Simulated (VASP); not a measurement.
Output of a VASP run:

OSZICAR:
```
       N       E                     dE             d eps       ncg     rms          rms(c)
DAV:   1     0.865893757757E+02    0.86589E+02   -0.86406E+03   986   0.124E+03
DAV:   2    -0.593300169793E+02   -0.14592E+03   -0.14310E+03  1082   0.333E+02
DAV:   3    -0.704476166107E+02   -0.11118E+02   -0.10972E+02  1268   0.971E+01
DAV:   4    -0.707018708163E+02   -0.25425E+00   -0.25416E+00  1126   0.182E+01
DAV:   5    -0.707112949549E+02   -0.94241E-02   -0.94239E-02  1368   0.313E+00    0.450E+00
DAV:   6    -0.654696249728E+02    0.52417E+01   -0.29227E+00  1202   0.328E+01    0.398E+00
DAV:   7    -0.654857427763E+02   -0.16118E-01   -0.72288E-01  1022   0.115E+01    0.215E+00
DAV:   8    -0.655489644364E+02   -0.63222E-01   -0.67103E-01   980   0.716E+00    0.825E-01
DAV:   9    -0.656077897681E+02   -0.58825E-01   -0.24643E-01  1004   0.434E+00    0.647E-01
DAV:  10    -0.656050299251E+02    0.27598E-02   -0.32796E-02  1100   0.209E+00    0.403E-01
DAV:  11    -0.656083304213E+02   -0.33005E-02   -0.15663E-02  1010   0.119E+00    0.931E-02
DAV:  12    -0.656103415263E+02   -0.20111E-02   -0.70960E-03   998   0.907E-01    0.161E-01
DAV:  13    -0.656104990956E+02   -0.15757E-03   -0.62316E-04  1070   0.237E-01    0.926E-02
DAV:  14    -0.656113863918E+02   -0.88730E-03   -0.43101E-04  1022   0.230E-01    0.389E-02
DAV:  15    -0.656117024103E+02   -0.31602E-03   -0.39664E-04  1034   0.230E-01    0.158E-02
DAV:  16    -0.656117026573E+02   -0.24702E-06   -0.16549E-05  1024   0.434E-02
   1 F= -.65611703E+02 E0= -.65611703E+02  d E =-.656117E+02
```

**OUTCAR**
```
------------------------ aborting loop because EDIFF is reached ----------------------------------------
  FORCE on cell =-STRESS in cart. coord.  units (eV):
  Direction    XX          YY          ZZ          XY          YZ          ZX
  --------------------------------------------------------------------------------------
  Total       -0.0087074     -0.0087074     -0.0087074      0.0000000     -0.0000000     -0.0000000
  in kB       -0.2618516     -0.2618516     -0.2618516      0.0000000     -0.0000000     -0.0000000
  external PRESSURE =      -0.2618516 kB  Pullay stress =       0.0000000 kB
  volume of cell :       53.28
      direct lattice vectors                 reciprocal lattice vectors
     0.000000000  2.986562718  2.986562718    -0.167416541  0.167416541  0.167416541
     2.986562718  0.000000000  2.986562718     0.167416541 -0.167416541  0.167416541
     2.986562718  2.986562718  0.000000000     0.167416541  0.167416541 -0.167416541
  FREE ENERGIE OF THE ION-ELECTRON SYSTEM (eV)
  ---------------------------------------------------
  free  energy   TOTEN  =       -65.6117026573 eV

  energy  without entropy=      -65.6117026573  energy(sigma->0) =      -65.61170266

 reached required accuracy - stopping structural energy minimisation
```
(Selected blocks of OUTCAR.)

File POSCAR:
```
PbS
1
    0.0000000000     2.9865627184     2.9865627184
    2.9865627184     0.0000000000     2.9865627184
    2.9865627184     2.9865627184     0.0000000000
Pb S
1 1
Direct
  0.0000000000   0.0000000000   0.0000000000
  0.5000000000   0.5000000000   0.5000000000
```

### Question
Reconstruct the remaining input files.

### Answer
Several could match; the one computed here: the input of the run itself, r2SCAN meta-GGA, plane waves, VASP's PBE PAW potentials (set 64).

### INCAR
```
SYSTEM = PbS
PREC = Normal
ENCUT = 400
EDIFF = 1E-5
NELM = 100
ALGO = Normal
LREAL = .FALSE.
LASPH = .TRUE.
ISMEAR = 0
SIGMA = 0.05
METAGGA = R2SCAN
LMIXTAU = .TRUE.
LMAXMIX = 4
LWAVE = .FALSE.
LCHARG = .FALSE.
NELMIN = 4
IBRION = 2
ISIF = 2
NSW = 20
EDIFFG = -0.03
```

KPOINTS:
```
K-points
0
Gamma
9 9 9
```

POTCAR, in this order: Pb_d S (PBE.64 set). Program: vasp_std.

The compound is PbS in the rock salt structure. It was relaxed first.
